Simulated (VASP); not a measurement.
A VASP calculation is set up with these files.

### INCAR
```
SYSTEM = Eu
PREC = Accurate
ENCUT = 400
EDIFF = 1E-6
NELM = 100
ALGO = Normal
LREAL = .FALSE.
LASPH = .TRUE.
ISMEAR = 1
SIGMA = 0.1
GGA = PE
LMAXMIX = 6
LWAVE = .FALSE.
LCHARG = .FALSE.
ISIF = 2
```

### KPOINTS
```
Automatic mesh
0
Gamma
8 8 8
0 0 0
```

File POSCAR:
```
Eu
1
   -2.3358000000     2.3358000000     2.3358000000
    2.3358000000    -2.3358000000     2.3358000000
    2.3358000000     2.3358000000    -2.3358000000
Eu
1
Direct
  0.0000000000   0.0000000000   0.0000000000
```

POTCAR, in this order: Eu_2 (PBE.64 set). Program: vasp_gam.

The resulting files:

### standard output
```
 POSCAR found type information on POSCAR Eu
 POSCAR found :  1 types and       1 ions
 Reading from existing POTCAR
 Reading from existing POTCAR
 LDA part: xc-table for (Slater+PW92), standard interpolation

 -----------------------------------------------------------------------------
|                                                                             |
|     EEEEEEE  RRRRRR   RRRRRR   OOOOOOO  RRRRRR      ###     ###     ###     |
|     E        R     R  R     R  O     O  R     R     ###     ###     ###     |
|     E        R     R  R     R  O     O  R     R     ###     ###     ###     |
|     EEEEE    RRRRRR   RRRRRR   O     O  RRRRRR       #       #       #      |
|     E        R   R    R   R    O     O  R   R                               |
|     E        R    R   R    R   O     O  R    R      ###     ###     ###     |
|     EEEEEEE  R     R  R     R  OOOOOOO  R     R     ###     ###     ###     |
|                                                                             |
|     You are using the Gamma-point-only version with more than one           |
|     k-point or some other non-Gamma k-point.                                |
|                                                                             |
|       ---->  I REFUSE TO CONTINUE WITH THIS SICK JOB ... BYE!!! <----       |
|                                                                             |
 -----------------------------------------------------------------------------
```

**Question.** Read the log: what went wrong, and how is it fixed?

**Answer.** The cause: the Γ-only program was given a k-mesh. VASP stops with an error: You are using the Gamma-point-only version with more than one k-point or some other non-Gamma k-point. ----> I REFUSE TO CONTINUE WITH THIS SICK JOB ... BYE!!! <---- To mend it, run vasp_std.

The mended run (PBE GGA, plane waves, VASP's PBE PAW potentials (set 64)) converges, and its OSZICAR ends with
```
   1 F= -.18260089E+01 E0= -.18265171E+01  d E =0.152435E-02
```

The compound is Eu in the bcc structure. The cell was not relaxed at this level. The 4f electrons are frozen in the core of the lanthanide potential, so 4f levels, which can set the real gap, and their magnetism are missing.
